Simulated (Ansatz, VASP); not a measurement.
# Cross-check of HfO2 (HfO2 (110), 4 units) between VASP and Ansatz, part 2 of 2

Aim: how closely do two programs agree when they are given the same cell, functional and k mesh? The cell is taken from a series of runs on this material, whose earlier steps may have relaxed, scaled, displaced or heated it; both programs get it as it stands.

VASP 6.6.1 and Ansatz 0.2.0.

So far: The starting structure; VASP: single point, PBE, pair 1; Ansatz: single point, PBE, pair 1; Side by side.

### 5. Ansatz: single point, PBE, pair 2

Level of this step: Ansatz beside VASP: Kohn-Sham DFT, plane waves, PBE (Ansatz).

A single point gives forces, pressure and levels at one fixed geometry, so differences don't come from the geometry; what else differs is listed under the comparison. This pair takes another cell of the material, with 15 atoms against 12 for the pair before.

The cell is taken from a series of runs on this material, whose earlier steps may have relaxed, scaled, displaced or heated it; both programs get it as it stands.

input.yaml reads:

```yaml
crystal:
  lattice:
    - [3.59210245, 0.0, 0.0]
    - [0.0, 5.08, 0.0]
    - [0.0, 0.0, 25.1842048969]
  atoms:
    - { symbol: Hf, position: [0.5, 0.5, 0.3651616226] }
    - { symbol: O, position: [0.0, 0.7408597095, 0.3555897332] }
    - { symbol: O, position: [0.0, 0.2591402905, 0.3555897332] }
    - { symbol: Hf, position: [0.0, 0.0, 0.4222264434] }
    - { symbol: O, position: [0.5, 0.2486850959, 0.4281949499] }
    - { symbol: O, position: [0.5, 0.7513149041, 0.4281949499] }
    - { symbol: Hf, position: [0.5, 0.5, 0.5] }
    - { symbol: O, position: [0.0, 0.7492138653, 0.5] }
    - { symbol: O, position: [0.0, 0.2507861347, 0.5] }
    - { symbol: Hf, position: [0.0, 0.0, 0.5777735563] }
    - { symbol: O, position: [0.5, 0.2486850959, 0.5718050502] }
    - { symbol: O, position: [0.5, 0.7513149041, 0.5718050502] }
    - { symbol: Hf, position: [0.5, 0.5, 0.6348383773] }
    - { symbol: O, position: [0.0, 0.7408597094, 0.6444102668] }
    - { symbol: O, position: [0.0, 0.2591402906, 0.6444102668] }
kpoints:
  mp_grid: { grid: [8, 6, 1] }
hamiltonian:
  xc: pbe
scf:
  occupations: { method: fixed }
  convergence: { dr2_threshold: 1.0e-09 }
efield:
  axis: 3
  dipole_correction: true
  ramp_position: 0.97
  ramp_width: 0.06
output:
  eigenvalues: true
  write_potential: true
  write_density: true
  volumetric_format: npy
  elf: true
```

Started as:

```sh
ansatz run input.yaml --threads 16 --pin off --max-ram 32768MiB --backend cpu --events-out ev --progress --plain --runs-dir out
```

Numbers of over 12 decimals in the logs are rounded to 6 here.

Output:

```text
[...]
Crystal: 15 atoms, lattice volume = 459.558 Å³
Basis set: ecut = 420 eV, 8957 PW (Γ)
Bands: 114, of which v1, the nominal top of the filled ones, is band 95 counted from 1 (94 counted from 0)
Symmetry: 4 space group operations
k-points: 20 of 48
[...]
k-point 0: bands = [... 91 lower, 1.2841, 2.5346, 2.8213, 2.8568, 5.7160, 5.8431, 6.0903, 6.0965, ... 15 higher]
  k-point 1: bands = [... 91 lower, 1.3906, 2.1643, 2.3854, 2.4159, 5.8461, 5.9529, 6.1954, 6.2515, ... 15 higher]
  k-point 2: bands = [... 91 lower, 1.4165, 1.5037, 1.6121, 1.6764, 6.0608, 6.1712, 6.4893, 6.5389, ... 15 higher]
  k-point 19: bands = [... 91 lower, 1.2727, 1.3326, 1.3797, 1.8236, 6.5261, 6.6059, 6.7599, 6.8115, ... 15 higher]
[key lines of the parts left out:]
SCF converged after 11 iterations
Free energy (F): -84303.864411 eV
Fermi energy:    2.856834 eV
Dipole field:    D = -0.000000 V/Å  (p = -0.000000 e·Å, saw-weighted, corrected)
Work function:   Φ+ = 4.6776 eV   Φ− = 4.6776 eV
```

### 6. VASP: single point, PBE, pair 2

The same cell, functional and mesh now go to VASP, with its own data sets.

INCAR reads:

```
SYSTEM = HfO2
PREC = Accurate
ENCUT = 520
EDIFF = 1E-06
NELM = 120
ISMEAR = 0
SIGMA = 0.01
LREAL = .FALSE.
ALGO = Normal
GGA = PE
NBANDS = 70
LASPH = .TRUE.
LORBIT = 11
LWAVE = .FALSE.
LCHARG = .FALSE.
ISIF = 2
LDIPOL = .TRUE.
IDIPOL = 3
DIPOL = 0.5 0.5 0.5
LVHAR = .TRUE.
GGA_COMPAT = .FALSE.
EFERMI = MIDGAP
NELMDL = -8
KPAR = 4
```

POSCAR reads:

```
HfO2
1.0
    3.5921024500      0.0000000000      0.0000000000
    0.0000000000      5.0800000000      0.0000000000
    0.0000000000      0.0000000000     25.1842048969
Hf O
5 10
Direct
    0.5000000000      0.5000000000      0.3651616226
    0.0000000000      0.0000000000      0.4222264435
    0.5000000000      0.5000000000      0.5000000000
    0.0000000000      0.0000000000      0.5777735564
    0.5000000000      0.5000000000      0.6348383773
    0.0000000000      0.7408597094      0.3555897331
    0.0000000000      0.2591402906      0.3555897331
    0.5000000000      0.2486850959      0.4281949498
    0.5000000000      0.7513149041      0.4281949498
    0.0000000000      0.7492138653      0.5000000000
    0.0000000000      0.2507861347      0.5000000000
    0.5000000000      0.2486850959      0.5718050501
    0.5000000000      0.7513149041      0.5718050501
    0.0000000000      0.7408597094      0.6444102668
    0.0000000000      0.2591402906      0.6444102668
```

KPOINTS reads:

```
Automatic mesh
0
Gamma
8 6 1
0 0 0
```

PAW data sets: Hf_pv and O (PBE family, release 64).

Started as:

```sh
mpirun -np 4 vasp_std
```

Output:

```text
[banner, memory and clock lines left out]
running    4 mpi-ranks, on    1 nodes
[...]
LDA part: xc-table for (Slater+PW92), standard interpolation
 POSCAR, INCAR and KPOINTS ok, starting setup
[...]
entering main loop
       N       E                     dE             d eps       ncg     rms          rms(c)
DAV:   1     0.906912423228E+03    0.90691E+03   -0.57135E+04  3280   0.137E+03
DAV:   2    -0.777526968753E+02   -0.98467E+03   -0.95350E+03  3696   0.367E+02
DAV:   3    -0.176381131792E+03   -0.98628E+02   -0.97866E+02  3272   0.109E+02
DAV:   4    -0.178985042250E+03   -0.26039E+01   -0.25983E+01  3656   0.188E+01
[...]
DAV:  28    -0.147968420579E+03   -0.30918E-05   -0.72071E-08  2476   0.963E-04    0.575E-04
DAV:  29    -0.147968421944E+03   -0.13649E-05   -0.32290E-08  2304   0.421E-04    0.201E-04
DAV:  30    -0.147968422097E+03   -0.15264E-06   -0.82230E-09  2248   0.224E-04
   1 F= -.14796842E+03 E0= -.14796842E+03  d E =0.000000E+00
```

From OUTCAR (step 6):

```text
  Total      -16.5026747      2.7033161     -2.9597551     -0.0000000      0.0000000      0.0000000
  in kB      -57.5339580      9.4246828    -10.3187168     -0.0000000      0.0000000      0.0000000
  external PRESSURE =     -19.4759973 kB  Pullay stress =       0.0000000 kB

 POSITION                                       TOTAL-FORCE (eV/Angst)
 -----------------------------------------------------------------------------------
      1.79605      2.54000      9.19631        -0.000000      0.000000      0.207211
      0.00000      0.00000     10.63344        -0.000000      0.000000     -0.018344
      1.79605      2.54000     12.59210        -0.000000      0.000000      0.000000
      0.00000      0.00000     14.55077        -0.000000     -0.000000      0.018344
      1.79605      2.54000     15.98790        -0.000000     -0.000000     -0.207211
      0.00000      3.76357      8.95524        -0.000000     -0.044893      0.114608
      0.00000      1.31643      8.95524         0.000000      0.044893      0.114608
      1.79605      1.26332     10.78375        -0.000000      0.019019     -0.038030
      1.79605      3.81668     10.78375        -0.000000     -0.019019     -0.038030
      0.00000      3.80601     12.59210        -0.000000     -0.046321     -0.000000
      0.00000      1.27399     12.59210         0.000000      0.046321      0.000000
      1.79605      1.26332     14.40046         0.000000      0.019019      0.038030
      1.79605      3.81668     14.40046        -0.000000     -0.019019      0.038030
      0.00000      3.76357     16.22896        -0.000000     -0.044893     -0.114608
      0.00000      1.31643     16.22896        -0.000000      0.044893     -0.114608
 -----------------------------------------------------------------------------------
    total drift:                                0.000000      0.000000      0.000024

  FREE ENERGIE OF THE ION-ELECTRON SYSTEM (eV)
  ---------------------------------------------------
  free  energy   TOTEN  =      -147.9684220970 eV

  energy  without entropy=     -147.9684220970  energy(sigma->0) =     -147.96842210

[... 3 further parts left out ...]
[key lines of the parts left out:]
E-fermi :   0.1037
```

### 7. Comparison

What differs besides the data sets and the points named for the pairs above, as far as they apply: the data sets hold 190 valence electrons in Ansatz (on its default PAW (the set named soft_2) files) and 110 in VASP. Total energies have different zeros and are not compared.

Compared:

```tsv
quantity	Ansatz	VASP	difference
gap on the k mesh (eV)	2.859	2.853	+0.007
```

A gap on the mesh is an upper bound, since the band edges may lie between its points; neither run holds spin-orbit coupling, which can move the band edges of a compound of Hf. With vacuum in the cell, a pressure given here is an average over mostly empty space and none of the material.

### 8. Ansatz: single point, PBE, pair 3

A single point gives forces, pressure and levels at one fixed geometry, so differences don't come from the geometry; what else differs is listed under the comparison. This pair takes another cell of the material, with 18 atoms against 15 for the pair before.

The cell is taken from a series of runs on this material, whose earlier steps may have relaxed, scaled, displaced or heated it; both programs get it as it stands.

input.yaml reads:

```yaml
crystal:
  lattice:
    - [3.59210245, 0.0, 0.0]
    - [0.0, 5.08, 0.0]
    - [0.0, 0.0, 26.9802561211]
  atoms:
    - { symbol: Hf, position: [0.5, 0.5, 0.3410736126] }
    - { symbol: O, position: [0.0, 0.7401564413, 0.3302235569] }
    - { symbol: O, position: [0.0, 0.2598435587, 0.3302235569] }
    - { symbol: Hf, position: [0.0, 0.0, 0.3899917663] }
    - { symbol: O, position: [0.5, 0.2467340504, 0.3988221996] }
    - { symbol: O, position: [0.5, 0.7532659496, 0.3988221996] }
    - { symbol: Hf, position: [0.5, 0.5, 0.4719381971] }
    - { symbol: O, position: [0.0, 0.748495339, 0.4660528756] }
    - { symbol: O, position: [0.0, 0.251504661, 0.4660528756] }
    - { symbol: Hf, position: [0.0, 0.0, 0.5280618036] }
    - { symbol: O, position: [0.5, 0.2484953395, 0.5339471243] }
    - { symbol: O, position: [0.5, 0.7515046605, 0.5339471243] }
    - { symbol: Hf, position: [0.5, 0.5, 0.6100082342] }
    - { symbol: O, position: [0.0, 0.7467340493, 0.6011778001] }
    - { symbol: O, position: [0.0, 0.2532659507, 0.6011778001] }
    - { symbol: Hf, position: [0.0, 0.0, 0.6589263877] }
    - { symbol: O, position: [0.5, 0.2401564434, 0.6697764428] }
    - { symbol: O, position: [0.5, 0.7598435566, 0.6697764428] }
kpoints:
  mp_grid: { grid: [8, 6, 1] }
hamiltonian:
  xc: pbe
scf:
  occupations: { method: fixed }
  convergence: { dr2_threshold: 1.0e-09 }
efield:
  axis: 3
  dipole_correction: true
  ramp_position: 0.97
  ramp_width: 0.06
output:
  eigenvalues: true
  write_potential: true
  write_density: true
  volumetric_format: npy
```

Started as:

```sh
ansatz run input.yaml --threads 16 --pin off --max-ram 32768MiB --backend cpu --events-out ev --progress --plain --runs-dir out
```

Output:

```text
[...]
Crystal: 18 atoms, lattice volume = 492.332 Å³
Basis set: ecut = 420 eV, 9595 PW (Γ)
Bands: 137, of which v1, the nominal top of the filled ones, is band 114 counted from 1 (113 counted from 0)
Symmetry: 4 space group operations
k-points: 20 of 48
[...]
k-point 0: bands = [... 110 lower, 2.6845, 2.9052, 3.4475, 3.4485, 6.7696, 6.7808, 7.0060, 7.1496, ... 19 higher]
  k-point 1: bands = [... 110 lower, 2.2682, 2.5100, 3.0325, 3.0482, 6.9037, 6.9051, 7.1257, 7.2398, ... 19 higher]
  k-point 2: bands = [... 110 lower, 2.1293, 2.1395, 2.1990, 2.2371, 7.1487, 7.1584, 7.4736, 7.5322, ... 19 higher]
  k-point 19: bands = [... 110 lower, 2.0645, 2.0645, 2.4857, 2.4857, 7.5286, 7.5286, 7.7764, 7.7764, ... 19 higher]
[key lines of the parts left out:]
SCF converged after 11 iterations
Free energy (F): -101165.627336 eV
Fermi energy:    3.448514 eV
Dipole field:    D = -0.000000 V/Å  (p = -0.000001 e·Å, saw-weighted, corrected)
Work function:   Φ+ = 5.0396 eV   Φ− = 5.0396 eV
```

### 9. VASP: single point, PBE, pair 3

The same cell, functional and mesh now go to VASP, with its own data sets.

INCAR: that of step 6 with these lines changed.

```diff
@@ -10,3 +10,3 @@
 GGA = PE
-NBANDS = 70
+NBANDS = 84
 LASPH = .TRUE.
```

POSCAR reads:

```
HfO2
1.0
    3.5921024500      0.0000000000      0.0000000000
    0.0000000000      5.0800000000      0.0000000000
    0.0000000000      0.0000000000     26.9802561211
Hf O
6 12
Direct
    0.5000000000      0.5000000000      0.3410736126
    0.0000000000      0.0000000000      0.3899917662
    0.5000000000      0.5000000000      0.4719381969
    0.0000000000      0.0000000000      0.5280618034
    0.5000000000      0.5000000000      0.6100082341
    0.0000000000      0.0000000000      0.6589263877
    0.0000000000      0.7401564424      0.3302235572
    0.0000000000      0.2598435576      0.3302235572
    0.5000000000      0.2467340499      0.3988221999
    0.5000000000      0.7532659502      0.3988221999
    0.0000000000      0.7484953392      0.4660528758
    0.0000000000      0.2515046608      0.4660528758
    0.5000000000      0.2484953392      0.5339471245
    0.5000000000      0.7515046608      0.5339471245
    0.0000000000      0.7467340498      0.6011778004
    0.0000000000      0.2532659502      0.6011778004
    0.5000000000      0.2401564424      0.6697764431
    0.5000000000      0.7598435576      0.6697764431
```

KPOINTS is that of step 6.

Started as:

```sh
mpirun -np 4 vasp_std
```

Output:

```text
[banner, memory and clock lines left out]
running    4 mpi-ranks, on    1 nodes
[...]
|                                                                             |
|               ----> ADVICE to this user running VASP <----                  |
|                                                                             |
|     You have a (more or less) 'large supercell' and for larger cells it     |
|     might be more efficient to use real-space projection operators.         |
|     Therefore, try LREAL= Auto in the INCAR file.                           |
|     Mind: For very accurate calculation, you might also keep the            |
|     reciprocal projection scheme (i.e. LREAL=.FALSE.).                      |
|                                                                             |

 LDA part: xc-table for (Slater+PW92), standard interpolation
 POSCAR, INCAR and KPOINTS ok, starting setup
[...]
entering main loop
       N       E                     dE             d eps       ncg     rms          rms(c)
DAV:   1     0.107050261457E+04    0.10705E+04   -0.69856E+04  3928   0.139E+03
DAV:   2    -0.105853722448E+03   -0.11764E+04   -0.11417E+04  4392   0.378E+02
DAV:   3    -0.212029920576E+03   -0.10618E+03   -0.10543E+03  3824   0.106E+02
DAV:   4    -0.214780359905E+03   -0.27504E+01   -0.27441E+01  4368   0.182E+01
[...]
DAV:  27    -0.178565016949E+03   -0.13331E-04   -0.35763E-07  2732   0.998E-04    0.723E-04
DAV:  28    -0.178565020407E+03   -0.34571E-05   -0.10536E-07  2640   0.645E-04    0.310E-04
DAV:  29    -0.178565021230E+03   -0.82330E-06   -0.36165E-08  2648   0.458E-04
   1 F= -.17856502E+03 E0= -.17856502E+03  d E =0.000000E+00
```

OUTCAR, selected parts (step 9):

```text
  Total      -16.6462824      4.8915169     -3.5380346      0.0000000      0.0000000      0.0000000
  in kB      -54.1713109     15.9182619    -11.5136803      0.0000000      0.0000000      0.0000000
  external PRESSURE =     -16.5889098 kB  Pullay stress =       0.0000000 kB

 POSITION                                       TOTAL-FORCE (eV/Angst)
 -----------------------------------------------------------------------------------
      1.79605      2.54000      9.20225         0.000000     -0.000000      0.186439
      0.00000      0.00000     10.52208         0.000000     -0.000000     -0.029562
      1.79605      2.54000     12.73301         0.000000     -0.000000      0.044353
      0.00000      0.00000     14.24724         0.000000     -0.000000     -0.044353
      1.79605      2.54000     16.45818         0.000000     -0.000000      0.029562
      0.00000      0.00000     17.77800         0.000000     -0.000000     -0.186439
      0.00000      3.75999      8.90952         0.000000     -0.034139      0.126795
      0.00000      1.32001      8.90952         0.000000      0.034139      0.126795
      1.79605      1.25341     10.76033         0.000000      0.001740     -0.074759
      1.79605      3.82659     10.76033         0.000000     -0.001740     -0.074759
      0.00000      3.80236     12.57423         0.000000     -0.014218      0.070665
      0.00000      1.27764     12.57423         0.000000      0.014218      0.070665
      1.79605      1.26236     14.40603         0.000000     -0.014218     -0.070665
      1.79605      3.81764     14.40603         0.000000      0.014218     -0.070665
[...]
-----------------------------------------------------------------------------------
    total drift:                                0.000000     -0.000001     -0.000000

  FREE ENERGIE OF THE ION-ELECTRON SYSTEM (eV)
  ---------------------------------------------------
  free  energy   TOTEN  =      -178.5650212299 eV

  energy  without entropy=     -178.5650212299  energy(sigma->0) =     -178.56502123

[... 3 further parts left out ...]
[key lines of the parts left out:]
E-fermi :   0.3722
```

### 10. Comparison

What differs besides the data sets and the points named for the pairs above, as far as they apply: the data sets hold 228 valence electrons in Ansatz (on its default PAW (the set named soft_2) files) and 132 in VASP. Total energies have different zeros and are not compared.

The two programs side by side:

```tsv
quantity	Ansatz	VASP	difference
gap on the k mesh (eV)	3.217	3.204	+0.013
```

A gap on the mesh is an upper bound, since the band edges may lie between its points; neither run holds spin-orbit coupling, which can move the band edges of a compound of Hf. With vacuum in the cell, a pressure given here is an average over mostly empty space and none of the material.

### 11. What came out

```json
{
  "difference in gap on the k mesh (single point, PBE, pair 1)": "0.012 eV",
  "difference in gap on the k mesh (single point, PBE, pair 2)": "0.0066 eV",
  "difference in gap on the k mesh (single point, PBE, pair 3)": "0.013 eV"
}
```

The difference in gap on the k mesh is 0.013 eV (single point, PBE, pair 3), within the 0.08 eV picked in this series as the mark of a large difference. The data sets hold unlike numbers of valence electrons (152 in Ansatz and 88 in VASP, 190 in Ansatz and 110 in VASP and 228 in Ansatz and 132 in VASP), so part of the differences comes from the potentials. 1 further run of this series is not shown here. How closely two codes agree says nothing of how well the functional describes the real material.

[Lines on the potential files, build, host, timing and source positions are cut from VASP's logs without a mark.]

[Logs are printed without paths, hosts, clocks, repeated set-up lines and the standing remarks that a program may print on its own settings, such as how far it seeks lower states.]

[Hosts, paths, dates, database ids (printed as entryN), source tags and the programs' standing remarks are cut or masked in the printed files.]
